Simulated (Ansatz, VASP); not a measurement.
# MgTiS3: VASP beside Ansatz, part 2 of 3

One calculation is typed for both programs; each brings its own data sets. How far apart do they land? The cell is generated by rule, not measured, and may not be a known phase. The cell is taken from a series of runs on this material, whose earlier steps may have relaxed, scaled, displaced or heated it; both programs get it as it stands.

VASP 6.6.1 and Ansatz 0.2.0.

So far: The starting structure; VASP: relaxation of cell and atoms, PBE, pair 1.

## Step 3: Ansatz: relaxation of cell and atoms, PBE, pair 1

Level of this step: Ansatz beside VASP: Kohn-Sham DFT, plane waves, PBE (Ansatz).

Ansatz runs on its PAW soft_1 files.

The same cell, functional, mesh and smearing now go to Ansatz, which takes its cutoff from its data sets.

Input file input.yaml:

```yaml
crystal:
  lattice:
    - [6.5197936479, 0.0, 0.0]
    - [0.0, 6.5197936479, 0.0]
    - [0.0, 0.0, 4.5982480715]
  atoms:
    - { symbol: Mg, position: [0.5, 0.0, 0.0] }
    - { symbol: Mg, position: [0.0, 0.5, 0.0] }
    - { symbol: Ti, position: [0.0, 0.0, 0.5] }
    - { symbol: Ti, position: [0.5, 0.5, 0.5] }
    - { symbol: S, position: [0.8409403728, 0.3409403728, 0.5] }
    - { symbol: S, position: [0.1590596272, 0.6590596272, 0.5] }
    - { symbol: S, position: [0.3409403728, 0.1590596272, 0.5] }
    - { symbol: S, position: [0.6590596272, 0.8409403728, 0.5] }
    - { symbol: S, position: [0.0, 0.0, 0.0] }
    - { symbol: S, position: [0.5, 0.5, 0.0] }
kpoints:
  mp_grid: { grid: [6, 6, 8] }
hamiltonian:
  xc: pbe
  pseudopotentials: { kind: paw, azcp: { folder: soft_1 } }
scf:
  occupations: { method: methfessel_paxton, width: 0.2 }
output:
  forces: true
  stress: true
  eigenvalues: true
relax:
  adjacent_minimum: "off"
  f_tol: 0.001
  max_steps: 60
  cell: { stress_tol: 0.01 }
```

The run is started by

```sh
> ansatz run input.yaml --threads 4 --pin off --max-ram 16384MiB --backend cpu --events-out ev --progress --plain --runs-dir out
```

Numbers of over 12 decimals in the logs are rounded to 6 here.

Output:

```text
Engine: ansatz 0.2.0, aarch64-unknown-linux-gnu
Pseudopotentials: kind: paw
Pseudopotential: Mg, paw, valence charge 10, recommended cutoff 420 eV (normal), soft_1/Mg.paw.azcp
Pseudopotential: Ti, paw, valence charge 12, recommended cutoff 420 eV (normal), soft_1/Ti.paw.azcp
Pseudopotential: S, paw, valence charge 6, recommended cutoff 420 eV (normal), soft_1/S.paw.azcp
Functional definition: PBE
  parameter kappa = 0.804
  parameter beta = 0.066725
  exchange = pbe_x(kappa = kappa, mu = beta*pi^2/3)
  correlation = pbe_c(beta = beta)
Crystal: 10 atoms, lattice volume = 195.461 Å³
Basis set: ecut = 420 eV, 3859 PW (Γ), exchange–correlation on 90×90×64 points (8 copies of the dense FFT grid, shifted against one another)
Bands: 50, of which v1, the nominal top of the filled ones, is band 40 counted from 1 (39 counted from 0)
Symmetry: 16 space group operations
Space group: P4/mbm (ITA 127), of the structure as read, at distance tolerance 5.8e-5 Å
k-points: 50 of 288
Non-local potential: Mg, projectors of the file, l = 0: 3, l = 1: 2, l = 2: 1
Non-local potential: Ti, projectors of the file, l = 0: 3, l = 1: 2, l = 2: 3, l = 3: 1
Non-local potential: S, projectors of the file, l = 0: 2, l = 1: 2, l = 2: 1
PAW form: soft (Blöchl's): semilocal exchange-correlation on the pseudo side does not see the compensation charge
PAW one-centre angular grid: Mg, 110 points (default); XC on 64 Gauss nodes
PAW one-centre angular grid: Ti, 590 points (default); XC on 64 Gauss nodes
PAW one-centre angular grid: S, 110 points (default); XC on 64 Gauss nodes
Initial density: superposition of atomic densities (chi_scale 0.1, normalization cell, long waves kept (reshape's long-wave potential 0.00 eV rms))
Initial wavefunctions: pseudopotential atomic-orbital guess
Functional: x = pbe(κ = 0.804, μ = 0.219515), c = pbe(β = 0.066725)
SCF iter   1: F=—  HF=-14271.158662 eV  |F-HF|=—  |Δ(HF+E_count)|=         —  Δρ=5.55e-2  dr2=1.21e1  ethr=3.10e-3  ⟨swp⟩=6.3  Hψ=10518  notcnv=0
preconditioner: auto → Kerker (q_TF=auto, 2.351 Å⁻¹)  [metal: Δε(μ)=0.016 eV  Ē_g=6.739 eV  σ=0.200 eV  W_gap=0.07  n_scr=38 (ndim 8)  ℏωp=18.4 eV  f_vac=0.000  D(μ)=2.54/eV (n_scr^D=10)]
SCF iter   2: F=—  HF=-14270.183194 eV  |F-HF|=—  |Δ(HF+E_count)|=   9.75e-1  S|Δr|=    0.00e0  Δρ=2.95e-2  dr2=3.92e0  ethr=3.10e-3  ⟨swp⟩=2.0  Hψ=3243  notcnv=0  defer=83
SCF iter   3: F=—  HF=-14269.705851 eV  |F-HF|=—  |Δ(HF+E_count)|=   4.77e-1  S|Δr|=    0.00e0  Δρ=5.93e-3  dr2=2.06e-1  ethr=3.10e-3  ⟨swp⟩=2.9  Hψ=4237  notcnv=0  defer=88
SCF iter   4: F=—  HF=-14269.688988 eV  |F-HF|=—  |Δ(HF+E_count)|=   1.69e-2  S|Δr|=    0.00e0  Δρ=2.26e-3  dr2=2.28e-2  ethr=2.58e-4  ⟨swp⟩=2.3  Hψ=3835  notcnv=0  defer=92
SCF iter   5: F=—  HF=-14269.688450 eV  |F-HF|=—  |Δ(HF+E_count)|=   5.38e-4  S|Δr|=    0.00e0  Δρ=6.70e-4  dr2=1.24e-3  ethr=2.86e-5  ⟨swp⟩=2.0  Hψ=3366  notcnv=0  defer=92
SCF iter   6: F=—  HF=-14269.688676 eV  |F-HF|=—  |Δ(HF+E_count)|=   2.26e-4  S|Δr|=    0.00e0  Δρ=1.86e-4  dr2=1.08e-4  ethr=1.55e-6  ⟨swp⟩=2.0  Hψ=3661  notcnv=0  defer=92
SCF iter   7: F=—  HF=-14269.688717 eV  |F-HF|=—  |Δ(HF+E_count)|=   4.14e-5  S|Δr|=    0.00e0  Δρ=5.51e-5  dr2=9.01e-6  ethr=1.35e-7  ⟨swp⟩=2.0  Hψ=3596  notcnv=0  defer=92
SCF iter   8: F=—  HF=-14269.688846 eV  |F-HF|=—  |Δ(HF+E_count)|=   1.29e-4  S|Δr|=    0.00e0  Δρ=1.83e-5  dr2=9.68e-7  ethr=1.13e-8  ⟨swp⟩=2.0  Hψ=3743  notcnv=0  defer=92
SCF iter   9: F=-14269.688846 eV  HF=-14269.688846 eV  |F-HF|=3.46e-8  |Δ(HF+E_count)|=   2.08e-7  S|Δr|=    0.00e0  Δρ=5.35e-6  dr2=9.36e-8  ethr=1.25e-10  ⟨swp⟩=10.8  Hψ=13793  notcnv=0
SCF 1 converged in 9 iterations: F = -14269.688846 eV  dr2 = 9.36e-8
  greatest PAW one-centre occupation: 1.000 electrons in one spin orbital (limit 2), on the Mg atom at site 1 (counted from 0), in its partial waves of l = 0
relax step   1: F+E_penalty+E_count = -14269.68884608 eV  Δ(F+E_penalty+E_count) = +0.000e0 eV  max|allowed force component| = 2.552e-4 eV/Å  Δτ_max = 0.0000 Å  P = +0.005 GPa  Ω = 195.461 Å³  (9 SCF iters, dr2 threshold 1.00e-7 eV, accepted)
Initial density: handed on by an earlier stage of this run
Initial wavefunctions: pseudopotential atomic-orbital guess (no wavefunctions were taken with the density)
iter 1 solved again at ethr=5.04e-7 eV; its pass at ethr=3.10e-3 eV (dr2=4.03e-4 eV) is discarded
SCF iter   1: F=—  HF=-14269.688724 eV  |F-HF|=—  |Δ(HF+E_count)|=         —  Δρ=6.10e-6  dr2=9.71e-8  ethr=5.04e-7  ⟨swp⟩=4.0  Hψ=18144  notcnv=0
eigensolver tolerance schedule: the retry pair's looser diagonalisation over-reported the residual by 4153.39 of it (diagonalisation noise at 2.08 of the residual, at the tolerance the schedule requests for it); recorded, not acted on — ethr = c·dr2/N_el stays at c = 1.0e-1
preconditioner: auto → Kerker (q_TF=auto, 2.351 Å⁻¹)  [metal: Δε(μ)=0.015 eV  Ē_g=7.127 eV  σ=0.200 eV  W_gap=0.06  n_scr=38 (ndim 8)  ℏωp=18.4 eV  f_vac=0.000  D(μ)=1.10/eV (n_scr^D=4)]
SCF iter   2: F=—  HF=-14269.688846 eV  |F-HF|=—  |Δ(HF+E_count)|=   1.23e-4  S|Δr|=    0.00e0  Δρ=3.87e-6  dr2=6.10e-8  ethr=1.21e-10  ⟨swp⟩=3.9  Hψ=6079  notcnv=0
SCF iter   3: F=—  HF=-14269.688846 eV  |F-HF|=—  |Δ(HF+E_count)|=   1.73e-9  S|Δr|=    0.00e0  Δρ=2.30e-6  dr2=2.45e-8  ethr=7.63e-11  ⟨swp⟩=1.0  Hψ=2578  notcnv=0
SCF iter   4: F=—  HF=-14269.688846 eV  |F-HF|=—  |Δ(HF+E_count)|=   2.09e-9  S|Δr|=    0.00e0  Δρ=7.23e-7  dr2=2.15e-9  ethr=3.06e-11  ⟨swp⟩=2.2  Hψ=3472  notcnv=0
SCF iter   5: F=—  HF=-14269.688846 eV  |F-HF|=—  |Δ(HF+E_count)|=  3.09e-11  S|Δr|=    0.00e0  Δρ=3.17e-7  dr2=2.45e-10  ethr=2.69e-12  ⟨swp⟩=2.0  Hψ=4496  notcnv=0
SCF iter   6: F=—  HF=-14269.688846 eV  |F-HF|=—  |Δ(HF+E_count)|=  7.82e-11  S|Δr|=    0.00e0  Δρ=9.38e-8  dr2=2.31e-11  ethr=1.00e-12  ⟨swp⟩=1.0  Hψ=2500  notcnv=0
SCF iter   7: F=-14269.688846 eV  HF=-14269.688846 eV  |F-HF|=1.82e-12  |Δ(HF+E_count)|=  3.64e-12  S|Δr|=    0.00e0  Δρ=2.14e-8  dr2=1.69e-12  ethr=1.00e-12  ⟨swp⟩=5.5  Hψ=11983  notcnv=0
SCF 2 converged in 7 iterations: F = -14269.688846 eV  dr2 = 1.69e-12
relax step   2: F+E_penalty+E_count = -14269.68884611 eV  Δ(F+E_penalty+E_count) = -3.292e-8 eV  max|allowed force component| = 2.538e-4 eV/Å  Δτ_max = 0.0000 Å  P = +0.005 GPa  Ω = 195.461 Å³  stress off target by 5.84e-3 GPa  SCF on the basis re-selected at this cell (its energy is not comparable with the rows above)  (7 SCF iters)
basis re-selected at this cell: Δ(F+E_penalty+E_count) = -3.292e-8 eV, ΔP = +0.000 GPa vs the last step (what re-selecting the basis moved, of the pressure what is left beyond the Pulay correction that the steps carried, after the strain that the cell walked since its last selection, with what the two solves' SCF thresholds leave and, on support functions, any second-order correction that the steps lacked; it is no m [...]
SCF converged after 7 iterations
Stability not checked: this state was not tested for a lower state beside it, because cold or Methfessel-Paxton smearing, or corrected tetrahedra, fill the levels in a way that the test cannot read (fill_not_monotonic; see scf.lower_state_search)
Free energy (F): -14269.688846 eV
Harris-Foulkes:  -14269.688846 eV  (|F-HF|=1.82e-12)
Internal energy: -14269.689874 eV  (E = F + TS)
E sigma→0 (E₀):  -14269.689103 eV
Entropy (-TS):   0.001028 eV (0.103 meV/atom)
Fermi energy:    7.342302 eV
Step filling:    the computed levels leave a gap of 0.0210 eV = 0.1 smearing widths at the electron count; against every level under it full and every level over it empty, smearing changes F+E_penalty+E_count by -0.985 meV and its σ→0 estimate by -1.242 meV
--- Per-component energies (eV) ---
  E_band       = -1133.440567
  E_kinetic    = 1335.007503
  E_local      = -6561.386966  (includes V_loc(G=0)·N_el)
  E_nonlocal   = 715.084732
  E_hartree    = 2364.895046
  E_xc         = -820.418893
  E_vxc        = -857.728095  (∫ρ·V_xc dr)
  E_paw        = -6337.805501  (= ΣΔE_a)
  E_vpaw       = -494.207388  (= ΣTr[D̂ρ^β])
  E_aug_tail   = -0.000471  (compensation charges beyond the density's cutoff)
  E_ewald      = -4965.065324
  E_smearing   = 0.001028  (= −TS)
  E_closure    = 0.000000  (closes the sum)
  Σ components = -14269.688846   (vs F -14269.688846, Δ=0.00e0)
--- Forces (eV/Å), atoms counted from 1 ---
  atom   1  Mg     0.00000000    -0.00000000     0.00000000
  atom   2  Mg    -0.00000000     0.00000000     0.00000000
  atom   3  Ti     0.00000000     0.00000000     0.00000000
  atom   4  Ti     0.00000000    -0.00000000     0.00000000
  atom   5  S      0.00025380     0.00025380     0.00000000
  atom   6  S     -0.00025380    -0.00025380     0.00000000
  atom   7  S      0.00025380    -0.00025380     0.00000000
  atom   8  S     -0.00025380     0.00025380     0.00000000
  atom   9  S     -0.00000000     0.00000000     0.00000000
  atom  10  S      0.00000000    -0.00000000     0.00000000
  max |Σ_I F_I| component: 5.20e-18 eV/Å
--- Stress (GPa, compression-positive) ---
        0.005837       0.000000       0.000000
        0.000000       0.005837       0.000000
        0.000000       0.000000       0.003564
  P = ⅓ Tr σ = 0.0051 GPa (0.051 kbar)
--- Band table (eV; the first three rows and the last of 50) ---
  k-point 0: bands = [... 36 lower, 6.2660, 6.2660, 7.2681, 7.2681, 7.3947, 7.3947, 7.7704, 7.9881, ... 6 higher]
  k-point 1: bands = [... 36 lower, 5.8404, 5.8404, 7.3815, 7.3815, 7.7773, 7.7947, 7.7947, 8.0024, ... 6 higher]
  k-point 2: bands = [... 36 lower, 6.5341, 6.5341, 7.4127, 7.4127, 7.7942, 8.0257, 8.5413, 8.5413, ... 6 higher]
  k-point 49: bands = [... 36 lower, 5.6929, 5.6929, 6.3794, 6.3794, 8.5905, 8.5905, 8.9367, 8.9367, ... 6 higher]
--- Relaxed structure (1 steps of the walk, 1 accepted, 1 SCFs on fresh bases) ---
  F+E_penalty+E_count = -14269.68884611 eV   max|allowed force component| = 2.538e-4 eV/Å   (the final SCF, on the basis selected at the relaxed cell)
  cell:  # Å, volume = 195.4610 Å³
    - [6.5197936479, 0.0, 0.0]
    - [0.0, 6.5197936479, 0.0]
    - [0.0, 0.0, 4.5982480715]
  atoms:
    - { symbol: Mg, position: [0.5, 0.0, 0.0] }
    - { symbol: Mg, position: [0.0, 0.5, 0.0] }
    - { symbol: Ti, position: [0.0, 0.0, 0.5] }
    - { symbol: Ti, position: [0.5, 0.5, 0.5] }
    - { symbol: S, position: [0.8409403728, 0.3409403728, 0.5] }
    - { symbol: S, position: [0.1590596272, 0.659060, 0.5] }
    - { symbol: S, position: [0.3409403728, 0.1590596272, 0.5] }
    - { symbol: S, position: [0.659060, 0.8409403728, 0.5] }
    - { symbol: S, position: [0.0, 0.0, 0.0] }
    - { symbol: S, position: [0.5, 0.5, 0.0] }
```

## Step 4: Differences

Known differences besides the potentials themselves: the data sets hold 80 valence electrons in Ansatz (on its PAW soft_1 files) and 64 in VASP; the cutoff is 420 eV in Ansatz and 600 eV in VASP; Ansatz adds a Pulay correction to the stress that steers its cell, VASP none. Total energies have different zeros and are not compared.

The two programs side by side:

```tsv
quantity	Ansatz	VASP	difference
volume (Å³)	195.46	195.27	+0.10 %
edge a after relaxation, in the typed setting (Å)	6.520	6.519	+0.02 %
edge c after relaxation, in the typed setting (Å)	4.598	4.596	+0.05 %
```

## Step 5: VASP: relaxation of cell and atoms, PBE, pair 2

The relaxed volume is the usual yardstick between codes: in a stiff, nearly cubic crystal its relative difference is about their pressure difference at one cell divided by the bulk modulus. Its start cell is another than that of the pair before, and may be another structure of the material.

Input file INCAR:

```
SYSTEM = MgTiS3
PREC = Accurate
ENCUT = 600
EDIFF = 1E-07
NELM = 120
ISMEAR = 1
SIGMA = 0.2
LREAL = .FALSE.
ALGO = Normal
GGA = PE
NBANDS = 42
LASPH = .TRUE.
LORBIT = 11
LWAVE = .FALSE.
LCHARG = .FALSE.
ISIF = 3
IBRION = 2
NSW = 80
EDIFFG = -0.005
GGA_COMPAT = .FALSE.
NELMIN = 4
KPAR = 2
```

Input file POSCAR:

```
MgTiS3
1.0
    3.9459660000      0.0000000000      0.0000000000
    0.0000000000      4.6033840000      5.7856720000
    0.0000000000     -4.6033840000      5.7856720000
Mg Ti S
2 2 6
Direct
    0.0000000000      0.0427688434      0.0427688434
    0.0000000000      0.5147077124      0.5147077124
    0.5000000000      0.5395158630      0.0302163998
    0.5000000000      0.0302163998      0.5395158630
    0.5000000000      0.2961113328      0.6309788998
    0.5000000000      0.6309788998      0.2961113328
    0.5000000000      0.8829919843      0.8829919843
    0.5000000000      0.1907930488      0.1907930488
    0.0000000000      0.5051253981      0.8781218720
    0.0000000000      0.8781218720      0.5051253981
```

Input file KPOINTS:

```
Automatic mesh
0
Gamma
10 6 6
0 0 0
```

Potentials, in the order of the species: Mg, Ti_sv and S (PBE family, release 64).

The run is started by

```sh
> mpirun -np 2 vasp_std
```

Output:

```text
[... set-up lines as in an earlier step ...]
 entering main loop
       N       E                     dE             d eps       ncg     rms          rms(c)
DAV:   1     0.657522027825E+03    0.65752E+03   -0.30723E+04  6584   0.160E+03
DAV:   2     0.379373537890E+02   -0.61958E+03   -0.59265E+03  7108   0.401E+02
DAV:   3    -0.554814127317E+02   -0.93419E+02   -0.90247E+02  9962   0.138E+02
DAV:   4    -0.632234950400E+02   -0.77421E+01   -0.77206E+01 10246   0.366E+01
[...]
DAV:  16    -0.545004948902E+02   -0.90173E-06   -0.14767E-05 10470   0.188E-02    0.828E-03
DAV:  17    -0.545004952662E+02   -0.37597E-06   -0.88324E-07  7666   0.498E-03    0.544E-03
DAV:  18    -0.545004952645E+02    0.17008E-08   -0.65203E-07  7538   0.523E-03
   1 F= -.54500495E+02 E0= -.54509331E+02  d E =-.545005E+02
[...]
2 F= -.54500624E+02 E0= -.54509451E+02  d E =-.128283E-03
[...]
3 F= -.54500625E+02 E0= -.54509452E+02  d E =-.129384E-03
[...]
4 F= -.54500664E+02 E0= -.54509514E+02  d E =-.391420E-04
[...]
5 F= -.54500666E+02 E0= -.54509523E+02  d E =-.409670E-04
[...]
reached required accuracy - stopping structural energy minimisation
```

From OUTCAR (step 5):

```text
  Total       -0.0092206      0.0148160     -0.0155663      0.0000000      0.0000000      0.0000000
  in kB       -0.0703962      0.1131154     -0.1188438      0.0000000      0.0000000      0.0000000
  external PRESSURE =      -0.0253749 kB  Pullay stress =       0.0000000 kB

 POSITION                                       TOTAL-FORCE (eV/Angst)
 -----------------------------------------------------------------------------------
      0.00000      0.00000      0.49481         0.000000      0.000000     -0.001092
      0.00000      0.00000      5.95285         0.000000      0.000000     -0.002745
      1.97166      2.34295      3.29485         0.000000     -0.000380      0.002452
      1.97166     -2.34295      3.29485         0.000000      0.000380      0.002452
      1.97166     -1.53983      5.36302         0.000000     -0.003733     -0.002808
      1.97166      1.53983      5.36302         0.000000      0.003733     -0.002808
      1.97166      0.00000     10.21412         0.000000      0.000000      0.003891
      1.97166      0.00000      2.20561         0.000000      0.000000      0.001342
      0.00000     -1.71517      7.99756         0.000000      0.000956     -0.000343
      0.00000      1.71517      7.99756         0.000000     -0.000956     -0.000343
 -----------------------------------------------------------------------------------
    total drift:                                0.000000     -0.000000     -0.000005

  FREE ENERGIE OF THE ION-ELECTRON SYSTEM (eV)
  ---------------------------------------------------
  free  energy   TOTEN  =       -54.5006656151 eV

  energy  without entropy=      -54.5272378013  energy(sigma->0) =      -54.50952301

[... 1 part as in an earlier step ...]

[... 3 further parts left out ...]
[key lines of the parts left out:]
E-fermi :   4.8095
```

The gap is read on the k-mesh alone, so it is an upper bound where the band edges lie off the mesh. Methfessel-Paxton smearing is not meant for a cell with a gap. The run keeps the 4 symmetry operations of its start, so it cannot find a distortion of lower symmetry.

## Step 6: Ansatz: relaxation of cell and atoms, PBE, pair 2

The same cell, functional, mesh and smearing now go to Ansatz, which takes its cutoff from its data sets.

The cell is taken from a series of runs on this material, whose earlier steps may have relaxed, scaled, displaced or heated it; both programs get it as it stands.

input.yaml, the sections that differ from step 3:

```yaml
crystal:
  lattice:
    - [3.9459657978, 0.0, 0.0]
    - [0.0, 4.6033838911, 5.7856723644]
    - [0.0, -4.6033838911, 5.7856723644]
  atoms:
    - { symbol: Mg, position: [0.0, 0.0427688685, 0.0427688685] }
    - { symbol: Mg, position: [0.0, 0.5147076688, 0.5147076688] }
    - { symbol: Ti, position: [0.5, 0.5395158552, 0.0302163839] }
    - { symbol: Ti, position: [0.5, 0.0302163839, 0.5395158552] }
    - { symbol: S, position: [0.5, 0.2961113163, 0.6309787846] }
    - { symbol: S, position: [0.5, 0.6309787846, 0.2961113163] }
    - { symbol: S, position: [0.5, 0.8829919025, 0.8829919025] }
    - { symbol: S, position: [0.5, 0.1907930702, 0.1907930702] }
    - { symbol: S, position: [0.0, 0.5051254018, 0.8781218253] }
    - { symbol: S, position: [0.0, 0.8781218253, 0.5051254018] }
kpoints:
  mp_grid: { grid: [10, 6, 6] }
# hamiltonian, scf, output, relax: as in step 3
```

The run is started by

```sh
> ansatz run input.yaml --threads 4 --pin off --max-ram 16384MiB --backend cpu --events-out ev --progress --plain --runs-dir out
```

Output:

```text
[...]
Crystal: 10 atoms, lattice volume = 210.191 Å³
Basis set: ecut = 420 eV, 4113 PW (Γ), exchange–correlation on 54×100×100 points (8 copies of the dense FFT grid, shifted against one another)
Bands: 50, of which v1, the nominal top of the filled ones, is band 40 counted from 1 (39 counted from 0)
Symmetry: 4 space group operations
[...]
- { symbol: Ti, position: [0.500000, 0.030216, 0.539516] }
    - { symbol: S, position: [0.500000, 0.2961113163, 0.6309787846] }
    - { symbol: S, position: [0.500000, 0.6309787846, 0.2961113163] }
    - { symbol: S, position: [0.500000, 0.8829919025, 0.8829919025] }
    - { symbol: S, position: [0.500000, 0.1907930702, 0.1907930702] }
    - { symbol: S, position: [0.0, 0.5051254018, 0.8781218253] }
    - { symbol: S, position: [0.0, 0.8781218253, 0.5051254018] }
[key lines of the parts left out:]
SCF converged after 8 iterations
Free energy (F): -14270.493271 eV
Fermi energy:    6.967777 eV
P = ⅓ Tr σ = -0.0021 GPa (-0.021 kbar)
```

## Step 7: Differences

What differs besides the data sets and the points named for the pairs above, as far as they apply: the data sets hold 80 valence electrons in Ansatz (on its PAW soft_1 files) and 64 in VASP. Total energies have different zeros and are not compared.

The two programs side by side:

```tsv
quantity	Ansatz	VASP	difference
volume (Å³)	210.19	209.86	+0.16 %
edge a after relaxation, in the typed setting (Å)	3.946	3.943	+0.07 %
edge b after relaxation, in the typed setting (Å)	7.394	7.390	+0.05 %
```

Our record labels this cell a metal in Ansatz alone; each run is judged by its own test, so with a small gap or wide smearing the label says little about the levels.

[end of part 2 of 3]

[Lines on the potential files, build, host, timing and source positions are cut from VASP's logs without a mark.]

[Logs are printed without paths, hosts, clocks, repeated set-up lines and the standing remarks that a program may print on its own settings, such as how far it seeks lower states.]

[Hosts, paths, dates, database ids (printed as entryN), source tags and the programs' standing remarks are cut or masked in the printed files.]
